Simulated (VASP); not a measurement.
A run of VASP 6.6.1 is set up as follows.

INCAR

```
SYSTEM = Si3N4
PREC     = Accurate       ! precision mode
ENCUT    = 600            ! plane-wave cutoff, eV
EDIFF    = 1E-6           ! SCF threshold, eV
ISMEAR   = 0              ! smearing method
SIGMA    = 0.02           ! smearing width, eV
LREAL    = .False.        ! projectors in reciprocal space
LASPH    = .True.         ! aspherical terms in the spheres
NELM     = 120            ! most SCF steps
ALGO     = Fast           ! electronic algorithm
ISIF     = 2              ! what is computed and relaxed
LWAVE    = .False.        ! write WAVECAR
LCHARG   = .False.        ! write CHGCAR
GGA      = PE             ! functional
NBANDS   = 45             ! bands
KPAR     = 8
```

The input KPOINTS:

```
regular mesh
0
Gamma
  6 6 12
  0 0 0
```

POSCAR

```
Si3N4                                   
1.0
    7.6600357984      0.0000000022      0.0000000000
   -3.8300179011      6.6337856610      0.0000000000
    0.0000000000      0.0000000000      2.9247079127
  Si              N             
     6     8
Direct
     0.2311796143238070    0.8250496054287595    0.7500000000000000
     0.4061300088950972    0.2311796143238212    0.2500000000000000
     0.8250496054287169    0.5938699911049454    0.2500000000000000
     0.1749503945712831    0.4061300088950546    0.7500000000000000
     0.5938699911049028    0.7688203856761788    0.7500000000000000
     0.7688203856761930    0.1749503945712405    0.2500000000000000
     0.3333333300000021    0.6666666699999979    0.7500000000000000
     0.6666666699999979    0.3333333300000021    0.2500000000000000
     0.9692691978755619    0.6699923903735652    0.7500000000000000
     0.2992768075020180    0.9692691978755761    0.2500000000000000
     0.6699923903735439    0.7007231924979891    0.2500000000000000
     0.3300076096264561    0.2992768075020109    0.7500000000000000
     0.0307308021244381    0.3300076096264348    0.2500000000000000
     0.7007231924979820    0.0307308021244239    0.7500000000000000
```

Contents of KPOINTS_OPT:

```
path GMKGALHA,LM,KH
10
line-mode
reciprocal
 0.0000000000  0.0000000000  0.0000000000  G
 0.5000000000  0.0000000000  0.0000000000  M

 0.5000000000  0.0000000000  0.0000000000  M
 0.3333333333  0.3333333333  0.0000000000  K

 0.3333333333  0.3333333333  0.0000000000  K
 0.0000000000  0.0000000000  0.0000000000  G

 0.0000000000  0.0000000000  0.0000000000  G
 0.0000000000  0.0000000000  0.5000000000  A

 0.0000000000  0.0000000000  0.5000000000  A
 0.5000000000  0.0000000000  0.5000000000  L

 0.5000000000  0.0000000000  0.5000000000  L
 0.3333333333  0.3333333333  0.5000000000  H

 0.3333333333  0.3333333333  0.5000000000  H
 0.0000000000  0.0000000000  0.5000000000  A

 0.5000000000  0.0000000000  0.5000000000  L
 0.5000000000  0.0000000000  0.0000000000  M

 0.3333333333  0.3333333333  0.0000000000  K
 0.3333333333  0.3333333333  0.5000000000  H
```

Potentials or basis: VASP PAW PBE potentials, release 64 (Si, N).

Command:

```sh
$ cat potpaw_PBE.64/Si/POTCAR potpaw_PBE.64/N/POTCAR > POTCAR
$ mpirun -np 8 vasp_std > vasp.out
```

(1) Predict the band gap along the path.

(2) Predict the pressure.

## Answers

(1) 4.25 eV, indirect (least direct gap 4.45 eV).

(2) 0.0 GPa.
